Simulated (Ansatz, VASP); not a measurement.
# PbO (Litharge): VASP beside Ansatz, part 2 of 2

Wanted: the spread between two codes on one cell, functional and k mesh.

VASP 6.6.1 and Ansatz 0.2.0.

So far: The structure; VASP: band structure, HSE06.

The database entry behind the starting cell differs from later determinations by our own check (an axis about 0.4 % long against later determinations), so it need not match the best structure at ambient conditions.

## (3) Ansatz: band structure, HSE06

Level of this step: Ansatz beside VASP: Kohn-Sham DFT, plane waves, HSE06 (Ansatz).

Ansatz runs on its default PAW (the set named soft_2) files.

The same cell, functional, mesh and smearing now go to Ansatz, which takes its cutoff from its data sets.

The input, input.yaml:

```yaml
crystal:
  lattice:
    - [3.99, 0.0, 0.0]
    - [0.0, 3.99, 0.0]
    - [0.0, 0.0, 5.01]
  atoms:
    - { symbol: Pb, position: [0.0, 0.5, 0.24] }
    - { symbol: Pb, position: [0.5, 0.0, 0.76] }
    - { symbol: O, position: [0.0, 0.0, 0.0] }
    - { symbol: O, position: [0.5, 0.5, 0.0] }
hamiltonian:
  xc: { exchange: pbe, correlation: pbe, exx: { coeff: 0.25, omega: 0.2 } }
  pseudopotentials: { kind: paw }
kpoints:
  mp_grid: { grid: [4, 4, 3] }
  band_path:
    path:
      - [0.0, 0.0, 0.0]
      - [0.0, 0.4, 0.0]
      - [0.3, 0.5, 0.0]
      - [0.5, 0.5, 0.0]
      - [0.3, 0.3, 0.0]
      - [0.0, 0.0, 0.1]
      - [0.0, 0.0, 0.5]
      - [0.0, 0.4, 0.5]
      - [0.3, 0.5, 0.5]
      - [0.3, 0.3, 0.5]
      - [0.0, 0.5, 0.1]
      - [0.5, 0.5, 0.0]
      - [0.5, 0.5, 0.5]
    npoints: 1
scf:
  occupations: { method: gaussian, width: 0.02 }
  n_extra_bands: 8
output:
  forces: true
  stress: true
  eigenvalues: true
  write_density: true
  write_potential: true
  elf: true
  volumetric_format: npy
```

On the command line:

```bash
$ ansatz run input.yaml --threads 4 --pin off --max-ram 9216MiB --backend cpu --events-out ev --progress --plain --runs-dir out
```

Numbers of over 12 decimals in the logs are rounded to 6 here.

What it wrote:

```text
Warning: output.stress: scf.convergence.dr2_threshold = 1e-7 eV (the SCF's general default) is looser than the 4e-10 eV advised for a printed stress (1e-10 eV for each atom of the cell: 4). What an SCF threshold leaves in a stress goes as its square root, and in the free energy as the threshold itself, and one threshold admits the most on a small cell: [figures from the program's tests cut] Set scf.convergence.dr2_threshold to 4e-10 eV or tighter. The threshold is an SCF's pass mark: one that does not reach it within its budget of iterations ends unconverged, or closes short of it on a stop that the run arms, and scf.convergence.dr2_threshold's page says what that costs each kind of run
Warning: output.stress: scf.exx.energy_threshold = 1e-6 eV is looser than the 4e-8 eV advised for a stress under a hybrid functional (1e-8 eV for each atom of the cell: 4). Every SCF of the exchange loop can meet its threshold on dr2 while the loop round them stops early: no threshold on dr2 bounds what that leaves in the stress. Set scf.exx.energy_threshold to 4e-8 eV or tighter. The threshold is the loop's pass mark: a loop that does not reach it within its budget of cycles ends unconverged, and scf.exx.energy_threshold's page has the law
scf.n_extra_bands = 8 over 20 filled bands (N_el = 40.0): the run solves 28 bands
Engine: ansatz 0.2.0, aarch64-unknown-linux-gnu
Pseudopotentials: kind: paw
Pseudopotential: Pb, paw, valence charge 14, recommended cutoff 420 eV (normal), Pb.paw.azcp
Pseudopotential: O, paw, valence charge 6, recommended cutoff 420 eV (normal), O.paw.azcp
Functional definition: unnamed
  parameter a_1 = 0.25
  parameter omega_1 = 0.2/angstrom
  exchange = pbe_x + (-a_1)*pbe_x_sr(omega_1) + a_1*exact_x_sr(omega_1)
  correlation = pbe_c
Crystal: 4 atoms, lattice volume = 79.760 Å³
Basis set: ecut = 420 eV, 1569 PW (Γ), exchange–correlation on 54×54×72 points (8 copies of the dense FFT grid, shifted against one another)
Bands: 28, of which v1, the nominal top of the filled ones, is band 20 counted from 1 (19 counted from 0)
Symmetry: 16 space group operations
Space group: P4/nmm (ITA 129), of the structure as read, at distance tolerance 4.3e-5 Å
k-points: 12 of 48
Non-local potential: Pb, projectors of the file, l = 0: 2, l = 1: 2, l = 2: 2, l = 3: 2
Non-local potential: O, projectors of the file, l = 0: 2, l = 1: 2, l = 2: 1
PAW form: soft (Blöchl's): semilocal exchange-correlation on the pseudo side does not see the compensation charge
PAW frozen core: Pb, regenerated for the run's functional, and the local potential with it (the file was generated under x = pbe(κ = 0.804, μ = 0.219515), c = pbe(β = 0.066725))
PAW frozen core: O, regenerated for the run's functional, and the local potential with it (the file was generated under x = pbe(κ = 0.804, μ = 0.219515), c = pbe(β = 0.066725))
PAW one-centre angular grid: Pb, 590 points (default); XC on 64 Gauss nodes
PAW one-centre angular grid: O, 110 points (default); XC on 96 Gauss nodes
Initial density: superposition of atomic densities (neutral atoms: chi_scale 0, normalization atom), corrected by the library's trained network
Initial wavefunctions: pseudopotential atomic-orbital guess
Functional: x = pbe(κ = 0.804, μ = 0.219515), c = pbe(β = 0.066725), warm-up for x = pbe(κ = 0.804, μ = 0.219515) + 0.25 (exact − pbe) at short range (hse, ω = 0.2 Å⁻¹), c = pbe(β = 0.066725)
SCF iter   1: F=—  HF=-24947.069565 eV  |F-HF|=—  |Δ(HF+E_count)|=         —  Δρ=1.55e-3  dr2=1.37e-3  ethr=1.77e-3  ⟨swp⟩=12.9  Hψ=1606  notcnv=0
preconditioner: auto → none  [insulator: Δε(μ)=1.147 eV  Ē_g=17.403 eV  σ=0.020 eV  W_gap=1.00  n_scr=18 (ndim 8)  ℏωp=26.3 eV  f_vac=0.035  D(μ)=0.00/eV (n_scr^D=0)]
SCF iter   2: F=—  HF=-24947.070261 eV  |F-HF|=—  |Δ(HF+E_count)|=   6.96e-4  Δρ=7.58e-4  dr2=1.47e-4  ethr=3.42e-6  ⟨swp⟩=4.9  Hψ=1105  notcnv=0  defer=4
SCF iter   3: F=-24947.070398 eV  HF=-24947.070387 eV  |F-HF|=1.08e-5  |Δ(HF+E_count)|=   1.26e-4  Δρ=3.78e-4  dr2=7.00e-5  ethr=3.69e-7  ⟨swp⟩=3.0  Hψ=666  notcnv=0
SCF 1 stopped early in 3 iterations: F = -24947.070398 eV  dr2 = 7.00e-5
  greatest PAW one-centre occupation: 0.983 electrons in one spin orbital (limit 2), on the Pb atom at site 1 (counted from 0), in its partial waves of l = 2
Initial density: handed on by an earlier stage of this run
Initial wavefunctions: those handed on with the density
Functional: x = pbe(κ = 0.804, μ = 0.219515) + 0.25 (exact − pbe) at short range (hse, ω = 0.2 Å⁻¹), c = pbe(β = 0.066725)
Exchange kernel: α = 0.2500, screened, ω = 0.2000 Å⁻¹, Wigner–Seitz truncation, v(0) = 1110.3881 eV·Å³, q-mesh 4×4×3, nearest image of the exchange supercell L = 15.03 Å, pair-density grid 20×20×24, without the augmentation charges, whose exchange is taken in its separable form by FFT convolution over the k-point mesh (sized by the pseudopotential files, 27×27×36 at the most), smooth part of the exact exchange by density-matrix convolution
Frozen-core exchange: fock
SCF iter   1: F=—  HF=-24953.589150 eV  |F-HF|=—  |Δ(HF+E_count)|=         —  Δρ=9.53e-3  dr2=9.08e-2  ethr=1.75e-6  ⟨swp⟩=6.8  Hψ=1644  notcnv=0
preconditioner: auto → none  [insulator: Δε(μ)=1.916 eV  Ē_g=19.659 eV  σ=0.020 eV  W_gap=1.00  n_scr=18 (ndim 8)  ℏωp=26.3 eV  f_vac=0.035  D(μ)=0.00/eV (n_scr^D=0)]
[...]
iter 7 solved again at ethr=2.99e-9 eV; its pass at ethr=1.11e-7 eV (dr2=1.20e-6 eV) is discarded
SCF iter   7: F=-24953.579629 eV  HF=-24953.579630 eV  |F-HF|=4.05e-7  |Δ(HF+E_count)|=   7.86e-6  Δρ=3.82e-5  dr2=2.45e-6  ethr=2.99e-9  ⟨swp⟩=4.1  Hψ=1579  notcnv=0
eigensolver tolerance schedule: the retry pair's looser diagonalisation over-reported the residual by 0.36 of it (diagonalisation noise at 0.37 of the residual, at the tolerance the schedule requests for it); recorded, not acted on — ethr = c·dr2/N_el stays at c = 1.0e-1
SCF 2 stopped early in 7 iterations: F = -24953.579629 eV  dr2 = 2.45e-6
  Residual-converged pass: ⟨swp⟩=3.2  Hψ=800  notcnv=0  max |occ|·‖R‖ = 6.4e-6 eV (tolerance 6.7e-6 eV)  dr2=2.44e-6  dr2_onsite=1.37e-7  max |Δocc| = 0.0e0
hybrid outer 1: dexx = +1.723e-2 eV, tail = 3.84e-5 eV
Exchange kernel: α = 0.2500, screened, ω = 0.2000 Å⁻¹, Wigner–Seitz truncation, v(0) = 1110.3881 eV·Å³, q-mesh 4×4×3, nearest image of the exchange supercell L = 15.03 Å, pair-density grid 20×20×24, without the augmentation charges, whose exchange is taken in its separable form by FFT convolution over the k-point mesh (sized by the pseudopotential files, 27×27×36 at the most), smooth part of the exact exchange by density-matrix convolution
Frozen-core exchange: fock
SCF iter   1: F=—  HF=-24953.579362 eV  |F-HF|=—  |Δ(HF+E_count)|=         —  Δρ=1.11e-4  dr2=1.14e-5  ethr=4.80e-7  ⟨swp⟩=2.5  Hψ=678  notcnv=0
preconditioner: auto → none  [insulator: Δε(μ)=1.821 eV  Ē_g=19.602 eV  σ=0.020 eV  W_gap=1.00  n_scr=18 (ndim 8)  ℏωp=26.3 eV  f_vac=0.041  D(μ)=0.00/eV (n_scr^D=0)]
SCF iter   2: F=—  HF=-24953.579360 eV  |F-HF|=—  |Δ(HF+E_count)|=   1.47e-6  Δρ=1.85e-5  dr2=1.80e-7  ethr=2.62e-8  ⟨swp⟩=3.5  Hψ=751  notcnv=0
SCF iter   3: F=—  HF=-24953.579361 eV  |F-HF|=—  |Δ(HF+E_count)|=   6.21e-7  Δρ=1.12e-5  dr2=6.44e-8  ethr=1.86e-10  ⟨swp⟩=4.1  Hψ=1159  notcnv=0
SCF iter   4: F=—  HF=-24953.579361 eV  |F-HF|=—  |Δ(HF+E_count)|=   4.92e-9  Δρ=3.72e-6  dr2=4.36e-9  ethr=1.34e-10  ⟨swp⟩=2.2  Hψ=579  notcnv=0
SCF iter   5: F=-24953.579361 eV  HF=-24953.579361 eV  |F-HF|=1.10e-9  |Δ(HF+E_count)|=   1.41e-8  Δρ=1.17e-6  dr2=1.32e-9  ethr=7.57e-12  ⟨swp⟩=4.0  Hψ=920  notcnv=0
SCF 3 converged in 5 iterations: F = -24953.579361 eV  dr2 = 1.32e-9
  Residual-converged pass: ⟨swp⟩=3.1  Hψ=740  notcnv=0  max |occ|·‖R‖ = 5.4e-7 eV (tolerance 6.3e-7 eV)  dr2=1.32e-9  dr2_onsite=1.52e-10  max |Δocc| = 0.0e0
hybrid outer 2: dexx = +5.504e-7 eV, tail = 1.37e-8 eV, Δε = 3.23e-3 eV (about 7.60e-5 eV left of the loop's levels), ΔF = 2.62e-2 eV/Å (tail 2.64e-3)
Exchange kernel: α = 0.2500, screened, ω = 0.2000 Å⁻¹, Wigner–Seitz truncation, v(0) = 1110.3881 eV·Å³, q-mesh 4×4×3, nearest image of the exchange supercell L = 15.03 Å, pair-density grid 20×20×24, without the augmentation charges, whose exchange is taken in its separable form by FFT convolution over the k-point mesh (sized by the pseudopotential files, 27×27×36 at the most), smooth part of the exact exchange by density-matrix convolution
Frozen-core exchange: fock
SCF iter   1: F=—  HF=-24953.579361 eV  |F-HF|=—  |Δ(HF+E_count)|=         —  Δρ=2.07e-6  dr2=3.58e-9  ethr=1.71e-10  ⟨swp⟩=4.5  Hψ=821  notcnv=0
preconditioner: auto → none  [insulator: Δε(μ)=1.822 eV  Ē_g=19.603 eV  σ=0.020 eV  W_gap=1.00  n_scr=18 (ndim 8)  ℏωp=26.3 eV  f_vac=0.041  D(μ)=0.00/eV (n_scr^D=0)]
SCF iter   2: F=-24953.579361 eV  HF=-24953.579361 eV  |F-HF|=2.18e-11  |Δ(HF+E_count)|=  6.15e-10  Δρ=2.99e-7  dr2=1.02e-10  ethr=8.26e-12  ⟨swp⟩=3.2  Hψ=670  notcnv=0
SCF 4 converged in 2 iterations: F = -24953.579361 eV  dr2 = 1.02e-10
  Residual-converged pass: ⟨swp⟩=4.0  Hψ=879  notcnv=0  max |occ|·‖R‖ = 3.3e-7 eV (tolerance 3.4e-7 eV)  dr2=9.00e-11  dr2_onsite=5.84e-12  max |Δocc| = 0.0e0
hybrid outer 3: dexx = +2.499e-10 eV, tail = 2.24e-10 eV, Δε = 4.26e-5 eV (about 7.73e-6 eV left of the loop's levels), ΔF = 1.06e-4 eV/Å (tail 3.74e-4)
NSCF: frozen V_eff on 13 k-points
hybrid SCF converged: 3 outer / 14 inner (+3 warm-up), last move |dexx| = 2.50e-10 eV, tail = 2.24e-10 eV
Stability not checked: this state was not tested for a lower state beside it, because the functional holds exact exchange (a hybrid, or Hartree-Fock), whose exchange loop this test does not read (fock_operator; see scf.lower_state_search)
Free energy (F): -24953.579361 eV
Frozen-core exchange: fock
Harris-Foulkes:  -24953.579361 eV  (|F-HF|=2.18e-11)
Internal energy: -24953.579361 eV  (E = F + TS)
E sigma→0 (E₀):  -24953.579361 eV
Fermi energy:    8.859983 eV
--- Per-component energies (eV) ---
  E_band       = -173.526635
  E_kinetic    = 928.406152
  E_local      = -3097.334385  (includes V_loc(G=0)·N_el)
  E_nonlocal   = 796.055561
  E_hartree    = 1236.420622
  E_xc         = -468.161351
  E_vxc        = -359.812284  (∫ρ·V_xc dr)
  E_exx        = -101.918090  (= α·E_x^exact, valence–valence)
  E_paw        = -21157.293911  (= ΣΔE_a)
  E_vpaw       = -709.851637  (= ΣTr[D̂ρ^β])
  E_aug_tail   = 0.004789  (compensation charges beyond the density's cutoff)
  E_ewald      = -3090.369968
  E_core_change = 0.611217  (= ΣΔE_core)
  E_smearing   = -0.000000  (= −TS)
  E_closure    = 0.000002  (closes the sum)
  Σ components = -24953.579361   (vs F -24953.579361, Δ=3.64e-12)
--- Forces (eV/Å), atoms counted from 1 ---
  atom   1  Pb     0.00000000     0.00000000    -0.64986992
  atom   2  Pb     0.00000000     0.00000000     0.64986992
  atom   3  O      0.00000000     0.00000000     0.00000000
  atom   4  O      0.00000000     0.00000000     0.00000000
  max |Σ_I F_I| component: 0.00e0 eV/Å
--- Stress (GPa, compression-positive) ---
       -0.816396       0.000000       0.000000
        0.000000      -0.816396       0.000000
        0.000000       0.000000      -0.975743
  P = ⅓ Tr σ = -0.8695 GPa (-8.695 kbar)
--- Band table (eV; the first three rows and the last of 12) ---
  k-point 0: bands = [... 16 lower, 5.7855, 5.8767, 5.8767, 7.9488, 11.2571, 14.4628, 14.4628, 14.5398, ... 4 higher]
  k-point 1: bands = [... 16 lower, 5.7509, 5.8607, 5.8607, 7.1588, 10.8572, 13.0244, 13.0244, 13.4356, ... 4 higher]
  k-point 2: bands = [... 16 lower, 5.0216, 5.4409, 5.5945, 7.6522, 12.3414, 12.4491, 14.5188, 14.8222, ... 4 higher]
  k-point 11: bands = [... 16 lower, 5.6084, 5.6084, 6.5395, 6.5395, 11.2182, 11.2182, 14.6716, 14.6716, ... 4 higher]
```

Elapsed: 43 s, on 4 threads of Arm Neoverse V1, shared host; peak memory 1.1 GiB; 2.6 min of CPU time.

## (4) Side by side

Known differences besides the potentials themselves: exact exchange at q = 0 is treated differently, which shows on coarse meshes; VASP keeps PBE cores, Ansatz makes them for the functional; the cutoff is 420 eV in Ansatz and 520 eV in VASP; VASP takes a coarser grid for exact exchange (PRECFOCK = Fast). Total energies have different zeros and are not compared.

Both answers:

```tsv
quantity	Ansatz	VASP	difference
gap over the path points (eV)	1.823	1.830	-0.007
```

Forces (eV/Å; atoms numbered as in POSCAR):

```tsv
atom	Ansatz x, y, z	VASP x, y, z
Pb1	0.000, 0.000, -0.650	0.000, 0.000, -0.590
Pb2	0.000, 0.000, 0.650	0.000, 0.000, 0.590
O3	0.000, 0.000, 0.000	0.000, 0.000, 0.000
O4	0.000, 0.000, 0.000	0.000, 0.000, 0.000
```

Levels at points of the path, from each program's valence-band top (eV; 4 filled, then empty):

```tsv
k (reciprocal lattice)	Ansatz	VASP
0.000 0.000 0.000	-2.16 -2.07 -2.07 0.00 3.31 6.51 6.51	-2.16 -2.07 -2.07 0.00 3.29 6.52 6.52
0.000 0.400 0.000	-3.30 -3.08 -2.40 -1.22 4.10 4.50 7.21	-3.30 -3.08 -2.39 -1.21 4.10 4.49 7.20
0.300 0.500 0.000	-2.28 -2.28 -1.68 -1.68 2.85 2.85 6.30	-2.27 -2.27 -1.68 -1.68 2.85 2.85 6.30
0.500 0.500 0.000	-1.85 -1.85 -1.41 -1.41 1.82 1.82 6.16	-1.84 -1.84 -1.40 -1.40 1.83 1.83 6.16
0.300 0.300 0.000	-3.04 -2.94 -1.58 -0.93 3.22 3.75 5.82	-3.03 -2.93 -1.57 -0.92 3.23 3.75 5.82
0.000 0.000 0.100	-2.17 -2.07 -2.07 -0.07 3.22 6.18 6.18	-2.17 -2.07 -2.07 -0.07 3.20 6.19 6.19
0.000 0.000 0.500	-2.21 -2.10 -2.10 -1.24 2.92 4.80 4.80	-2.21 -2.09 -2.09 -1.23 2.89 4.81 4.81
0.000 0.400 0.500	-3.57 -3.07 -1.26 -1.21 3.35 4.35 6.45	-3.57 -3.07 -1.25 -1.20 3.36 4.34 6.46
0.300 0.500 0.500	-1.95 -1.95 -1.87 -1.87 4.35 4.35 5.30	-1.94 -1.94 -1.86 -1.86 4.36 4.36 5.31
0.300 0.300 0.500	-2.77 -1.99 -1.57 -1.48 3.62 4.38 4.99	-2.77 -1.98 -1.57 -1.47 3.62 4.39 4.98
```

The forces differ by 24 meV/Å r.m.s., which is 10.1 % of the r.m.s. force of 0.24 eV/Å (both taken over all components). Among the levels compared at these points, filled levels agree within 11 meV and empty ones within 27 meV.

## (5) Other set-ups

Further runs change the set-up of one program: Ansatz's method, potentials or start, or VASP's data sets, cutoff or form of LDA. The table gives Ansatz less VASP for each quantity, since a change that brings one quantity closer may part another.

```tsv
run	r.m.s. force difference (meV/Å)	gap over the path points (eV)
as above	24	-0.0071
cores kept as stored	23	-0.0066
norm-conserving potentials (cutoff 1240 eV)	83	-0.021
```

## (6) Outcome

* r.m.s. force difference (band structure, HSE06): 10 % of the r.m.s. force

The r.m.s. force difference is 10 % of the r.m.s. force (band structure, HSE06), beyond the 3 % picked in this series as the mark of a large difference. Band structure, HSE06, norm-conserving potentials (cutoff 1240 eV): r.m.s. force difference goes from 24 to 83 meV/Å; the difference in gap over the path points goes from -0.0071 to -0.021 eV. 1 further run of this series is not shown here. How closely two codes agree says nothing of how well the functional describes the real material.

[Lines on the potential files, build, host, timing and source positions are cut from VASP's logs without a mark.]

[Logs are printed without paths, hosts, clocks, repeated set-up lines and the standing remarks that a program may print on its own settings, such as how far it seeks lower states.]

[Hosts, paths, dates, database ids (printed as entryN), source tags and the programs' standing remarks are cut or masked in the printed files.]
